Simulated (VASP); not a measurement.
# HfRu (Pm-3m) in VASP: a series of runs

One crystal, HfRu, is run at these levels: LDA; tasks: single point, relaxation of cell and atoms.

All numbers are computed with VASP 6.6.1; they aren't measurements. Logs are shortened: lines on timing, memory, paths and dates and some standing lists are left out, and cuts for length are marked.

## Step 1: The cell of the first run

It takes space group Pm-3m (No. 221, cubic). The conventional cell has a = 3.181 Å, b = 3.181 Å, c = 3.181 Å, α = 90.00°, β = 90.00°, γ = 90.00°. Hf (site symmetry m-3m) is surrounded by 8 Ru at 2.76 Å. Ru (site symmetry m-3m) has 8 Hf at 2.76 Å as nearest neighbours.

## Step 2: Single point, LDA (cell and atoms relaxed from 0.94 times the given volume)

INCAR reads:

```
SYSTEM = HfRu
  ALGO = Normal
  EDIFF = 1E-6
  ENCUT = 520
  ISIF = 2
  ISMEAR = -1
  LASPH = .TRUE.
  LCHARG = .TRUE.
  LELF = .TRUE.
  LREAL = .FALSE.
  LVHAR = .TRUE.
  LWAVE = .FALSE.
  NBANDS = 19
  NELM = 100
  PREC = Accurate
  SIGMA = 0.05
```

KPOINTS reads:

```
k-points
0
G
  10 10 10
  0 0 0
```

POSCAR reads:

```
HfRu
1.0
    3.1813281060      0.0000000000      0.0000000000
    0.0000000000      3.1813281060      0.0000000000
    0.0000000000      0.0000000000      3.1813281060
Hf Ru
1 1
Direct
    0.0000000000      0.0000000000      0.0000000000
    0.5000000000      0.5000000000      0.5000000000
```

Potentials or basis: VASP PAW LDA potentials, release 64 (Hf_pv, Ru_pv).

Launch:

```
$ cat potpaw_LDA.64/Hf_pv/POTCAR potpaw_LDA.64/Ru_pv/POTCAR > POTCAR
$ mpirun -np 1 vasp_std > vasp.out
```

OUTCAR:

```text
SYSTEM = HfRu
   EDIFF = 1E-6
   ENCUT = 520
   ISIF = 2
   ISMEAR = -1
   LASPH = .TRUE.
   LREAL = .FALSE.
   NELM = 100
   PREC = Accurate

 ion  position               nearest neighbor table
   1  0.000  0.000  0.000-   2 2.76   2 2.76   2 2.76   2 2.76   2 2.76   2 2.76   2 2.76   2 2.76

   2  0.500  0.500  0.500-   1 2.76   1 2.76   1 2.76   1 2.76   1 2.76   1 2.76   1 2.76   1 2.76

  LATTYP: Found a simple cubic cell.
 ALAT       =     3.1813281060

  Lattice vectors:

 A1 = (   3.1813281060,   0.0000000000,   0.0000000000)
 A2 = (   0.0000000000,   3.1813281060,   0.0000000000)
 A3 = (   0.0000000000,   0.0000000000,   3.1813281060)

Analysis of symmetry for initial positions (statically):
=====================================================================
 Subroutine PRICEL returns:
 Original cell was already a primitive cell.

 Routine SETGRP: Setting up the symmetry group for a
 simple cubic supercell.

 Subroutine GETGRP returns: Found 48 space group operations
 (whereof 48 operations were pure point group operations)
 out of a pool of 48 trial point group operations.

The static configuration has the point symmetry O_h .

Analysis of symmetry for dynamics (positions and initial velocities):
=====================================================================
 Subroutine PRICEL returns:
 Original cell was already a primitive cell.

 Routine SETGRP: Setting up the symmetry group for a
 simple cubic supercell.

 Subroutine GETGRP returns: Found 48 space group operations
 (whereof 48 operations were pure point group operations)
 out of a pool of 48 trial point group operations.

The dynamic configuration has the point symmetry O_h .

 Subroutine INISYM returns: Found 48 space group operations
 (whereof 48 operations are pure point group operations),
 and found     1 'primitive' translations

----------------------------------------------------------------------------------------

                                     Primitive cell

  volume of cell :      32.1977

  direct lattice vectors                    reciprocal lattice vectors
     3.181328106  0.000000000  0.000000000     0.314334129  0.000000000  0.000000000
     0.000000000  3.181328106  0.000000000     0.000000000  0.314334129  0.000000000
     0.000000000  0.000000000  3.181328106     0.000000000  0.000000000  0.314334129

  length of vectors
     3.181328106  3.181328106  3.181328106     0.314334129  0.314334129  0.314334129

[... 78 lines left out ...]
   ENCUT  =  520.0 eV  38.22 Ry    6.18 a.u.   5.92  5.92  5.92*2*pi/ulx,y,z
   NELM   =    100;   NELMIN=  2; NELMDL= -5     # of ELM steps
   EDIFF  = 0.1E-05   stopping-criterion for ELM
   LREAL  =      F    real-space projection
   EDIFFG = 0.1E-04   stopping-criterion for IOM
   NSW    =      0    number of steps for IOM
   IBRION =     -1    ionic relax: 0-MD 1-quasi-New 2-CG
   NFREE  =      0    steps in history (QN), initial steepest desc. (CG)
   ISIF   =      2    stress and relaxation
   ISYM   =      2    0-nonsym 1-usesym 2-fastsym
   POTIM  = 0.5000    time-step for ionic-motion
   TEBEG  =    0.0;   TEEND  =   0.0 temperature during run
   PSTRESS=    0.0 pullay stress
   NELECT =      24.0000    total number of electrons
   NUPDOWN=      -1.0000    fix difference up-down
   EMIN   =  10.00;   EMAX   =-10.00  energy-range for DOS
   EFERMI =   0.00;   METHOD = LEGACY
   ISMEAR =    -1;   SIGMA  =   0.05  broadening in eV -4-tet -1-fermi 0-gaus
   EFERMI_NEDOS =   21; number of points for ismear=-14 and -15
   IALGO  =     38    algorithm
   IMIX   =      4    mixing-type and parameters
     AMIX     =   0.40;   BMIX     =  1.00
     AMIX_MAG =   1.60;   BMIX_MAG =  1.00
  volume/ion in A,a.u.               =      16.10       108.64
  Fermi-wavevector in a.u.,A,eV,Ry     =   1.484352  2.805018 29.977712  2.203300
  Thomas-Fermi vector in A             =   2.597899
   LORBIT       =      0    0 simple, 1 ext, 2 COOP (PROOUT), +10 PAW based schemes
   GGA     = CA    functional components
   LHFCALC =     F    Hartree Fock is set to
   AEXX    =    0.0000 exact exchange contribution
   IVDW    =     0    specifies the selected vdW correction
   LEPSILON=     F    determine dielectric tensor
   LRPA    =     F    only Hartree local field effects (RPA)
 non-spin polarized calculation
  energy-cutoff  :      520.00
  volume of cell :       32.20
 maximum number of plane-waves:       912
 NGX is ok and might be reduce to    24
   NGX = 11   NGY = 11   NGZ = 11

 number of electron      23.9999993 magnetization

 Free energy of the ion-electron system (eV)
  ---------------------------------------------------
  ext. energy  EPLUGINS =         0.00000000
  ---------------------------------------------------
  free energy    TOTEN  =       -22.97838458 eV

  energy without entropy =      -22.97496815  energy(sigma->0) =      -22.97667636

 E-fermi :   9.0050     XC(G=0): -13.2035

 val. band max:        8.9080990572   @ k =   0.5000   0.1000   0.1000
 cond. band min:       9.0123258876   @ k =   0.5000   0.5000   0.0000
 fundamental gap:      0.1042268305
 Fermi energy:         9.0050475255

 k-point     1 :       0.0000    0.0000    0.0000
  band No.  band energies     occupation
      1     -33.4872      2.00000
      2     -33.4872      2.00000
      3     -33.4872      2.00000
      4     -21.1921      2.00000
      5     -21.1921      2.00000
      6     -21.1921      2.00000
[... 505 lines left out ...]
      6     -21.2233      2.00000
[... 11 lines left out ...]
     18      16.2687      0.00000
     19      19.5885      0.00000

 [... further k-points ...]

------------------------ aborting loop because EDIFF is reached ----------------------------------------

  FORCE on cell =-STRESS in cart. coord.  units (eV):
  Direction    XX          YY          ZZ          XY          YZ          ZX
  --------------------------------------------------------------------------------------
  -------------------------------------------------------------------------------------
  Total       -0.0663554     -0.0663554     -0.0663554     -0.0000000     -0.0000000      0.0000000
  in kB       -3.3018794     -3.3018794     -3.3018794     -0.0000000     -0.0000000      0.0000000
  external PRESSURE =      -3.3018794 kB  Pullay stress =       0.0000000 kB

 VOLUME and BASIS-vectors are now :
 -----------------------------------------------------------------------------
  energy-cutoff  :      520.00
  volume of cell :       32.20
      direct lattice vectors                 reciprocal lattice vectors
     3.181328106  0.000000000  0.000000000     0.314334129  0.000000000  0.000000000
     0.000000000  3.181328106  0.000000000     0.000000000  0.314334129  0.000000000
     0.000000000  0.000000000  3.181328106     0.000000000  0.000000000  0.314334129

 POSITION                                       TOTAL-FORCE (eV/Angst)
 -----------------------------------------------------------------------------------
      0.00000      0.00000      0.00000         0.000000      0.000000      0.000000
      1.59066      1.59066      1.59066         0.000000      0.000000      0.000000
 -----------------------------------------------------------------------------------
    total drift:                                0.000000     -0.000000     -0.000000

  FREE ENERGIE OF THE ION-ELECTRON SYSTEM (eV)
  ---------------------------------------------------
  free  energy   TOTEN  =       -22.9783845752 eV

  energy  without entropy=      -22.9749681531  energy(sigma->0) =      -22.97667636
```

OSZICAR:

```text
N       E                     dE             d eps       ncg     rms          rms(c)
DAV:   1     0.164416509641E+03    0.16442E+03   -0.14108E+04  2128   0.129E+03
DAV:   2    -0.195859867767E+02   -0.18400E+03   -0.17963E+03  2337   0.363E+02
DAV:   3    -0.238707174921E+02   -0.42847E+01   -0.42560E+01  2527   0.513E+01
DAV:   4    -0.239043003594E+02   -0.33583E-01   -0.33556E-01  2536   0.453E+00
DAV:   5    -0.239048822948E+02   -0.58194E-03   -0.58178E-03  2609   0.503E-01    0.673E+01
DAV:   6    -0.232407525185E+02    0.66413E+00   -0.19970E+00  2355   0.104E+01    0.347E+01
DAV:   7    -0.235581022174E+02   -0.31735E+00   -0.55067E+00  2307   0.112E+01    0.217E+01
DAV:   8    -0.229833696998E+02    0.57473E+00   -0.31659E+00  2273   0.988E+00    0.317E+00
DAV:   9    -0.229788249691E+02    0.45447E-02   -0.69014E-02  2427   0.194E+00    0.257E+00
DAV:  10    -0.229783939687E+02    0.43100E-03   -0.19984E-03  2479   0.280E-01    0.275E-01
DAV:  11    -0.229783859605E+02    0.80082E-05   -0.91627E-05  2549   0.636E-02    0.750E-02
DAV:  12    -0.229783846036E+02    0.13569E-05   -0.10303E-05  2637   0.263E-02    0.555E-03
DAV:  13    -0.229783845752E+02    0.28378E-07   -0.41076E-07  1502   0.552E-03
   1 F= -.22978385E+02 E0= -.22976676E+02  d E =-.341642E-02
```

Wall time 11 s (1 thread of Intel Xeon Platinum 8488C (Sapphire Rapids), shared host); peak memory 0.15 GiB.

Results:

| Item | Value |
| --- | --- |
| Free energy | -22.9784 eV |
| Pressure | -0.3 GPa |
| Band gap on the k mesh | none (metal or under the smearing width) |

Levels at points of the mesh, in eV from the Fermi level:
| k point | band 8 | band 9 | band 10 | band 11 | band 12 | band 13 | band 14 | band 15 | band 16 | band 17 |
| --- | --- | --- | --- | --- | --- | --- | --- | --- | --- | --- |
| (0.00, 0.00, 0.00) | -5.29 | -5.29 | -1.74 | -1.74 | -1.74 | 2.14 | 2.14 | 5.93 | 5.93 | 5.93 |
| (0.50, 0.00, 0.00) | -3.97 | -3.52 | -1.85 | -1.85 | -1.11 | -0.96 | 1.29 | 1.44 | 1.44 | 4.25 |
| (0.50, 0.50, 0.00) | -5.32 | -3.38 | -3.38 | 0.01 | 0.76 | 1.49 | 1.49 | 2.95 | 5.95 | 5.95 |
| (0.50, 0.50, 0.50) | -3.04 | -3.04 | -1.94 | -1.94 | -1.94 | 0.09 | 0.09 | 6.52 | 6.52 | 7.21 |

The run has no spin-orbit coupling, so splittings on Hf are missing.

## Step 3: Relaxation of cell and atoms, LDA (cell and atoms relaxed from 0.94 times the given volume)

INCAR reads:

```
ALGO = Normal
EDIFF = 1E-6
EDIFFG = -0.005
ENCUT = 600
GGA = CA
IBRION = 2
ISIF = 3
ISMEAR = -1
LASPH = True
LCHARG = False
LREAL = False
LWAVE = False
NELM = 100
NSW = 100
PREC = Accurate
SIGMA = 0.05
```

KPOINTS reads:

```
k-points
0
Gamma
  10 10 10
```

POSCAR reads:

```
HfRu
1.0
    3.1670018895      0.0000000000      0.0000000000
    0.0000000000      3.1670018895      0.0000000000
    0.0000000000      0.0000000000      3.1670018895
Hf Ru
1 1
Direct
    0.0000000000      0.0000000000      0.0000000000
    0.5000000000      0.5000000000      0.5000000000
```

Potentials or basis: VASP PAW LDA potentials, release 64 (Hf_pv, Ru_pv).

Launch:

```
$ cat potpaw_LDA.64/Hf_pv/POTCAR potpaw_LDA.64/Ru_pv/POTCAR > POTCAR
$ mpirun -np 1 vasp_std > vasp.out
```

Run time: 39 s. Hardware: 1 thread of Intel Xeon Platinum 8488C (Sapphire Rapids), shared host; peak memory 0.18 GiB.

It converged, with:

| Item | Value |
| --- | --- |
| Free energy | -22.9785 eV |
| Relaxed volume | 16.07 Å³/atom |
| Relaxed cell | a = 3.180 Å, b = 3.180 Å, c = 3.180 Å, α = 90.00°, β = 90.00°, γ = 90.00° |
| Space group after relaxing (to 0.05 Å) | Pm-3m (No. 221) |
| Energy gained by relaxing | 1.7 meV/atom |
| Ionic steps | 3 |
| Pressure after relaxing | 0.0 GPa |
| Band gap on the k mesh | none (metal or under the smearing width) |

Step by step:
| step | energy change (eV) | largest force (eV/Å) | pressure (GPa) | volume (Å³) |
| --- | --- | --- | --- | --- |
| 1 | 0.0000 | 0.0000 | 2.82 | 31.76 |
| 2 | 0.0146 | 0.0000 | -6.05 | 33.07 |
| 3 | -0.0034 | 0.0000 | 0.00 | 32.15 |

Final structure:
```
CELL_PARAMETERS angstrom
3.17974 0.00000 0.00000
0.00000 3.17974 0.00000
0.00000 0.00000 3.17974
ATOMIC_POSITIONS crystal
Hf 0.00000 0.00000 0.00000
Ru 0.50000 0.50000 0.50000
```

Levels at points of the mesh, in eV from the Fermi level:
```
           k point  band 10  band 11  band 12  band 13  band 14  band 15
(0.00, 0.00, 0.00)    -1.75    -1.75    -1.75     2.14     2.14     5.94
(0.50, 0.00, 0.00)    -1.86    -1.86    -1.11    -0.96     1.30     1.45
(0.50, 0.50, 0.00)    -3.38     0.01     0.76     1.49     1.49     2.95
(0.50, 0.50, 0.50)    -1.95    -1.95    -1.95     0.09     0.09     6.54
```

The run has no spin-orbit coupling, so splittings on Hf are missing.

## Step 4: Single point, LDA

INCAR reads:

```
SYSTEM = HfRu
ALGO = Fast ; EDIFF = 1E-7
ENCUT = 520 ; ISIF = 2
ISMEAR = -1 ; LASPH = .True.
LCHARG = .False. ; LREAL = .False.
LWAVE = .False. ; NBANDS = 19
NELM = 100 ; PREC = Accurate
SIGMA = 0.05
```

KPOINTS reads:

```
k-points
0
Gamma
  10 10 10
  0 0 0
```

POSCAR reads:

```
HfRu
1.0
    3.1816614887      0.0000000000      0.0000000000
    0.0000000000      3.1816614887      0.0000000000
    0.0000000000      0.0000000000      3.1816614887
Hf Ru
1 1
Direct
    0.0000000000      0.0000000000      0.0000000000
    0.5000000000      0.5000000000      0.5000000000
```

Launch:

```
$ cat potpaw_LDA.64/Hf_pv/POTCAR potpaw_LDA.64/Ru_pv/POTCAR > POTCAR
$ mpirun -np 1 vasp_std > vasp.out
```

Run time: 13 s. Hardware: 1 thread of Intel Xeon Platinum 8488C (Sapphire Rapids), shared host; peak memory 0.15 GiB.

Results (log left out):

- Free energy: -22.9784 eV
- Pressure: -0.4 GPa
- Band gap on the k mesh: none (metal or under the smearing width)

Levels at points of the mesh, in eV from the Fermi level:
```tsv
k point	band 10	band 11	band 12	band 13	band 14	band 15
(0.00, 0.00, 0.00)	-1.74	-1.74	-1.74	2.14	2.14	5.93
(0.50, 0.00, 0.00)	-1.85	-1.85	-1.11	-0.96	1.29	1.44
(0.50, 0.50, 0.00)	-3.38	0.01	0.76	1.49	1.49	2.94
(0.50, 0.50, 0.50)	-1.94	-1.94	-1.94	0.09	0.09	6.52
```

The run has no spin-orbit coupling, so splittings on Hf are missing.

## Step 5: Overview

```tsv
task	cell	cutoff (eV)	gap on the mesh (eV)	pressure (GPa)
single point	cell and atoms relaxed from 0.94 times the given volume	520	none	-0.3
relaxation of cell and atoms	relaxed from: cell and atoms relaxed from 0.94 times the given volume	600	none	0.0
single point	cell and atoms relaxed from 0.94 times the given volume, LAPW in place of PAW files	520	none	-0.4
```

Alike in all rows: level LDA; potentials or basis VASP PAW LDA potentials, release 64 (Hf_pv, Ru_pv); no spin polarisation; k mesh 10 × 10 × 10; smearing fermi-dirac 0.05 eV.

Absolute energies hang on the potentials; compare differences alone.
